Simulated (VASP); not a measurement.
Method: RPA correlation on PBE orbitals, VASP's PBE PAW potentials (set 64) (plane waves; VASP).

A VASP calculation is set up with these files.

**KPOINTS**
```
Automatic mesh
0
Gamma
4 4 4
0 0 0
```

**INCAR**
```
! general
SYSTEM  = LiF
PREC    = Normal
ENCUT   = 500
LREAL   = .False.
LASPH   = .True.
NBANDS  = 464

! electronic loop
ALGO    = ACFDT

! smearing
ISMEAR  = 0
SIGMA   = 0.01

! functional
GGA     = PE

! output
LWAVE   = .False.
LCHARG  = .False.

! other
NOMEGA  = 12
ENCUTGW = 300
```

File POSCAR:
```
LiF
4.1347220
  0.0000000000   0.5000000000   0.5000000000
  0.5000000000   0.0000000000   0.5000000000
  0.5000000000   0.5000000000   0.0000000000
Li F
1 1
Cartesian
  0.0000000000   0.0000000000   0.0000000000
  0.5000000000   0.5000000000   0.5000000000
```

POTCAR, in this order: Li_sv_GW F_GW_new (PBE.64 set). Program: vasp_std. Read from the step before: WAVECAR, WAVEDER.

The resulting files:

File OSZICAR:
```
energies w=
    0.000    1.686    0.000    5.356    0.000    9.994    0.000   16.492
    0.000   26.176    0.000   41.135    0.000   64.786    0.000  102.943
    0.000  166.140    0.000  276.125    0.000  492.008    0.000 1098.801
NQ=   1    0.0000    0.0000    0.0000,
 performed       1719000 updates of chi_q(r,r)
NQ=   2    0.2500    0.0000    0.0000,
 performed       3438000 updates of chi_q(r,r)
NQ=   3    0.5000    0.0000    0.0000,
 performed       5157000 updates of chi_q(r,r)
NQ=   4    0.2500    0.2500    0.0000,
 performed       6876000 updates of chi_q(r,r)
NQ=   5    0.5000    0.2500    0.0000,
 performed       8595000 updates of chi_q(r,r)
NQ=   6   -0.2500    0.2500    0.0000,
 performed      10314000 updates of chi_q(r,r)
NQ=   7    0.5000    0.5000    0.0000,
 performed      12033000 updates of chi_q(r,r)
NQ=   8   -0.2500    0.5000    0.2500,
 performed      13752000 updates of chi_q(r,r)
```

OUTCAR:
```


      cutoff energy     smooth cutoff   RPA   correlation   Hartree contr. to MP2
---------------------------------------------------------------------------------
            300.000           240.000      -11.7182818997      -17.0809681947
            285.714           228.571      -11.5321531455      -16.8464797343
            272.109           217.687      -11.3370081218      -16.5975466493
            259.151           207.321      -11.1313340159      -16.3318392112
            246.811           197.449      -10.9199194866      -16.0551540332
            235.058           188.046      -10.6998440138      -15.7632383824
            223.865           179.092      -10.4723155692      -15.4574209258
            213.204           170.564      -10.2381324160      -15.1383531969
  linear regression
  converged value                          -13.9080475420      -19.9684574089
```
(Selected blocks of OUTCAR.)

The mesh is coarse, so the correlation energy is not converged in k-points.

The compound is LiF in the rock salt structure. This cell is one point of a volume scan, at 1.08 of the reference volume. The k-mesh is coarse (spacing up to 0.66 per Å, 2π included), so the numbers may not be converged in it.
